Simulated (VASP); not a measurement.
Here is the system:

```yaml
crystal:
  lattice:
    - [1.90266, -3.29551, 0.00000]
    - [1.90266, 3.29551, 0.00000]
    - [0.00000, 0.00000, 12.17470]
  atoms:
    - { symbol: La, position: [0.00000, 0.00000, 0.50000] }
    - { symbol: La, position: [0.00000, 0.00000, 0.00000] }
    - { symbol: La, position: [0.33333, 0.66667, 0.25000] }
    - { symbol: La, position: [0.66667, 0.33333, 0.75000] }
```

Level of theory: PBEsol GGA, VASP's PBE PAW potentials (set 64) (plane waves; VASP 6.6.1). Settings: 480 eV cut-off, 10×10×4 Γ-centred mesh, first-order Methfessel-Paxton smearing of 0.10 eV, potentials La.

Question: Give the stress tensor in GPa (positive for a compressed cell).

Answer: 
```
-2.56   0.00   0.00
 0.00  -2.56   0.00
 0.00   0.00  -2.66
```
The pressure is its mean diagonal, -2.59 GPa.

The compound is La in the dhcp structure. This cell was strained or had an atom moved on purpose.
